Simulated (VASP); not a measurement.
All values below come from PBE GGA, VASP's PBE PAW potentials (set 64) (plane waves; VASP).

The input files of a VASP run:

File POSCAR:
```
HoAs
1
    2.0463550000     1.1814640000     3.5023270000
   -2.0463550000     1.1814640000     3.5023270000
    0.0000000000    -2.3629270000     3.5023270000
Ho As
1 1
Direct
  0.7624000000   0.7624000000   0.7624000000
  0.2376000000   0.2376000000   0.2376000000
```

KPOINTS:
```
Automatic
0
G
 6 6 6
```

INCAR:
```
SYSTEM = HoAs
PREC = Accurate
ENCUT = 400
EDIFF = 1E-6
NELM = 100
ALGO = Normal
LREAL = .FALSE.
LASPH = .TRUE.
ISMEAR = 0
SIGMA = 0.05
GGA = PE
LMAXMIX = 6
LWAVE = .FALSE.
LCHARG = .FALSE.
ISIF = 2
```

POTCAR, in this order: Ho_3 As (PBE.64 set). Program: vasp_std.

What VASP printed:

OUTCAR:
```
 ion  position               nearest neighbor table
   1  0.762  0.762  0.762-   2 2.79   2 2.79   2 2.79   2 3.10   2 3.10   2 3.10
   2  0.238  0.238  0.238-   1 2.79   1 2.79   1 2.79   1 3.10   1 3.10   1 3.10
  LATTYP: Found a trigonal (rhomboedric) cell.
 ALAT       =     4.2248929435
 COS(alpha) =     0.5307972084
 Subroutine PRICEL returns:
 Original cell was already a primitive cell.
 Subroutine GETGRP returns: Found  6 space group operations
The static configuration has the point symmetry C_3v.
The dynamic configuration has the point symmetry C_3v.
 Subroutine INISYM returns: Found  6 space group operations
 Subroutine IBZKPT returns following result:
 Found     32 irreducible k-points:

 Following reciprocal coordinates:
            Coordinates               Weight
  0.000000  0.000000  0.000000      1.000000
  0.166667 -0.000000  0.000000      6.000000
  0.333333 -0.000000 -0.000000      6.000000
  0.500000 -0.000000  0.000000      3.000000
  0.166667  0.166667  0.000000      6.000000
  0.333333  0.166667  0.000000     12.000000
  0.500000  0.166667 -0.000000     12.000000
 -0.333333  0.166667  0.000000     12.000000
...
```

OSZICAR:
```
       N       E                     dE             d eps       ncg     rms          rms(c)
DAV:   1     0.405736346344E+02    0.40574E+02   -0.56988E+03   819   0.953E+02
DAV:   2    -0.909921930215E+01   -0.49673E+02   -0.44474E+02  1093   0.285E+02
DAV:   3    -0.123411223074E+02   -0.32419E+01   -0.30558E+01  1189   0.570E+01
DAV:   4    -0.123894321404E+02   -0.48310E-01   -0.48211E-01  1152   0.445E+00
DAV:   5    -0.123898421692E+02   -0.41003E-03   -0.40981E-03  1194   0.400E-01    0.214E+01
DAV:   6    -0.120553016156E+02    0.33454E+00   -0.95690E-01  1208   0.746E+00    0.136E+01
DAV:   7    -0.120647929758E+02   -0.94914E-02   -0.33501E-01  1296   0.511E+00    0.245E+00
DAV:   8    -0.120554629267E+02    0.93300E-02   -0.73891E-02  1181   0.206E+00    0.139E-01
DAV:   9    -0.120553700932E+02    0.92834E-04   -0.24732E-03  1173   0.386E-01    0.107E-01
DAV:  10    -0.120554035806E+02   -0.33487E-04   -0.99360E-05  1154   0.876E-02    0.919E-02
DAV:  11    -0.120554094008E+02   -0.58202E-05   -0.26959E-05  1165   0.353E-02    0.303E-02
DAV:  12    -0.120554082981E+02    0.11027E-05   -0.15939E-06   628   0.146E-02    0.106E-02
DAV:  13    -0.120554082565E+02    0.41561E-07   -0.22431E-06   906   0.148E-02
   1 F= -.12055408E+02 E0= -.12055141E+02  d E =-.535398E-03
```

### OUTCAR
```
------------------------ aborting loop because EDIFF is reached ----------------------------------------
  FORCE on cell =-STRESS in cart. coord.  units (eV):
  Direction    XX          YY          ZZ          XY          YZ          ZX
  --------------------------------------------------------------------------------------
  Total        0.1392220      0.1392220     -1.4854833      0.0000000     -0.0000001      0.0000000
  in kB        4.3904514      4.3904518    -46.8456271      0.0000000     -0.0000045      0.0000000
  external PRESSURE =     -12.6882413 kB  Pullay stress =       0.0000000 kB
  volume of cell :       50.81
      direct lattice vectors                 reciprocal lattice vectors
     2.046355000  1.181464000  3.502327000     0.244336882  0.141067958  0.095174804
    -2.046355000  1.181464000  3.502327000    -0.244336882  0.141067958  0.095174804
     0.000000000 -2.362927000  3.502327000     0.000000000 -0.282135916  0.095174844
 POSITION                                       TOTAL-FORCE (eV/Angst)
 -----------------------------------------------------------------------------------
      0.00000      0.00000      8.01052         0.000000     -0.000000     -0.990212
      0.00000      0.00000      2.49646         0.000000      0.000000      0.990212
 -----------------------------------------------------------------------------------
    total drift:                               -0.000000      0.000000     -0.000015
  FREE ENERGIE OF THE ION-ELECTRON SYSTEM (eV)
  ---------------------------------------------------
  free  energy   TOTEN  =       -12.0554082565 eV

  energy  without entropy=      -12.0548728589  energy(sigma->0) =      -12.05514056
```
(Selected blocks of OUTCAR.)

The 4f electrons are frozen in the core of the lanthanide potential, so 4f levels, which can set the real gap, and their magnetism are missing.

The structure was generated: HoAs was put into the alpha-GeTe type (R3m), which need not be its known phase. The cell was not relaxed at this level.
